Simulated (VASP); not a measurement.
```yaml
crystal:
  lattice:
    - [-2.56020, 2.56020, 2.56020]
    - [2.56020, -2.56020, 2.56020]
    - [2.56020, 2.56020, -2.56020]
  atoms:
    - { symbol: Ba, position: [0.00000, 0.00000, 0.00000] }
```

The base run (VASP): PBE GGA, plane waves, VASP's PBE PAW potentials (set 64). Settings: 400 eV cut-off, 9×9×9 Γ-centred mesh, first-order Methfessel-Paxton smearing of 0.10 eV, potentials Ba_sv.

One setting is varied; ΔE counts from the most expensive setting. The base run took about 7 core-seconds. Times come from single runs on busy shared machines, so they are rough: good to a factor of about 2.

The pressure holds a Pulay error that falls with the cut-off, as the column shows.

```
setting      cost over the base run  electronic steps  ΔE (meV/atom)  pressure (GPa)
-----------  ----------------------  ----------------  -------------  --------------
ENCUT = 150                       …                 …              …               …
ENCUT = 325    within a factor of 2                11           -0.1           -0.43
ENCUT = 450    within a factor of 2                11            0.3           -0.43
base run                  reference                11            0.2           -0.43
ENCUT = 575    within a factor of 2                11            0.1           -0.43
ENCUT = 675    within a factor of 2                11            0.0           -0.42
ENCUT = 775           about 2 times                11            0.0           -0.42
```

Problem. What belongs in the gaps?

Solution. 
- ENCUT = 150, cost over the base run: about 1/4
- ENCUT = 150, electronic steps: 10
- ENCUT = 150, ΔE (meV/atom): -1.5
- ENCUT = 150, pressure (GPa): -1.29

Left out are runs that failed, have no time on record or changed the cell.

The compound is Ba in the bcc structure. The cell was not relaxed at this level.
